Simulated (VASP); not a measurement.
Runs of VASP 6.6.1 on Na2Sb. It takes space group P4/mmm (No. 123, tetragonal). The conventional cell has a = 3.286 Å, b = 3.286 Å, c = 4.642 Å, α = 90.00°, β = 90.00°, γ = 90.00°. Around Na (site symmetry mmm) lie 4 Na at 2.32 Å. Around Sb (site symmetry 4/mmm) lie 8 Na at 2.84 Å. The cell was built by a generator and needn't be a form met in nature.

```csv
task,level,potentials or basis,cell,k mesh,cutoff (eV),smearing,grid for exact exchange (PRECFOCK),exchange at q = 0,other keys,mesh quality,gap on the mesh (eV),pressure (GPa),relaxed volume (Å³/atom)
atomic charges,r2SCAN0+D4,"VASP PAW PBE potentials, release 64 (Na, Sb)",as given,4 × 4 × 3,500,gaussian 0.01 eV,Normal,default,LMAXMIX = 6; NBANDS = 4,coarse,-,30.6,-
relaxation of cell and atoms,RPBE,"VASP PAW PBE potentials, release 64 (Na_pv, Sb)",relaxed,8 × 8 × 6,600,methfessel-paxton 0.2 eV,-,-,-,not flagged,none,0.0,(a)
single point,PBE,"VASP PAW PBE potentials, release 64 (Na_pv, Sb)",as given,8 × 8 × 6,520,fermi-dirac 0.05 eV,-,-,-,not flagged,none,35.8,-
relaxation of cell and atoms,PBE,"VASP PAW PBE potentials, release 64 (Na_pv, Sb)",relaxed,8 × 8 × 6,600,methfessel-paxton 0.2 eV,-,-,-,not flagged,none,0.0,31.62
```

Alike in all rows: no spin polarisation.

Problem. Estimate the missing entries.

Solution. (a) 32.66.

Caveats: some runs use coarse meshes; a pressure of tens of GPa on the cell as given is suspect, and the run, the potentials or the cell itself is likely at fault (some runs); the PAW data sets were made with another functional, which shifts forces and pressure a little (some runs); the volume moved by over 15 % at a fixed basis, so the end points are rough (some runs); the bands computed are all filled at some k points, so no gap is given (some runs).

A k mesh can miss the band edges, and the runs leave out spin-orbit coupling on Sb.

A gap of «none» marks a metal or a gap under the smearing width.

The runs don't all hold the same shells in valence.
